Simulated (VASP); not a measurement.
Consider the following.

```xyz
4
Lattice="3.2374 0.0000 0.0000 -1.6187 2.8036 0.0000 0.0000 0.0000 5.2221" Properties=species:S:1:pos:R:3 pbc="T T T"
Zn     1.6187     0.9345     2.6141
Zn     0.0000     1.8691     0.0031
O      1.6187     0.9345     4.5940
O      0.0000     1.8691     1.9829
```

Level of theory: PBE GGA, VASP's PBE PAW potentials (set 64) (plane waves; VASP). Run with 400 eV cut-off, 8×8×5 Γ-centred mesh, Fermi-Dirac smearing of 0.020 eV, potentials Zn O.

At this cut-off the stress carries a Pulay error, which pulls relaxed volumes low.

**Question.** Estimate the energy per atom (σ→0), pressure.

**Answer.** 
```json
{
  "energy per atom (σ→0)": "-4.462 eV/atom",
  "pressure": "2.06 GPa"
}
```

Only differences to runs with the same potentials and settings are physical.

The structure comes from a computed database's ZnO entry (P6_3mc); how it stands against other phases isn't given here. The cell was not relaxed at this level.
